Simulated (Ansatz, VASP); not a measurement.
## One calculation of B3C, two programs

```xyz
4
Lattice="2.5680 0.0000 0.0000 -1.2840 2.2239 0.0000 0.0000 0.0000 4.7154" Properties=species:S:1:pos:R:3 pbc="T T T"
B     0.0000    0.0000    0.0000
B     1.2840    0.7413    3.2107
B     1.2840    0.7413    1.5047
C     0.0000    0.0000    2.3577
```

Change from the starting cell: species swapped into the Co3Ir type (P-6m2, No. 187).

Alike in both runs: functional PBE; k mesh 24 × 24 × 10; occupations gaussian, width 0.1 eV; no spin polarisation.

Ansatz relaxed the structure, and its values are those at the end. VASP's run is a single point on that final structure, the one shown.

|  | VASP | Ansatz |
| --- | --- | --- |
| version | VASP 6.6.1 | Ansatz 0.2.0 |
| potentials or method | VASP PAW PBE potentials, release 64 (B, C) | scalar-relativistic, plane waves, PAW |
| plane-wave cutoff (eV) | 520 | 420 |
| valence electrons in the cell | 13 | 13 |

Ansatz gave:

| Item | Value |
| --- | --- |
| gap on the k mesh at the Fermi level (eV) | none |
| pressure (GPa) | 0.0 |
| rms of the force components (eV/Å) | 0.000 |

Q: What did VASP give for the same quantities?

A: gap on the k mesh at the Fermi level (eV): none; pressure (GPa): 0.1; rms of the force components (eV/Å): 0.006.

A gap of «none» marks a metal or a gap that the smearing closes. The functional is the same, so the differences come from potentials, cutoffs and numerics.
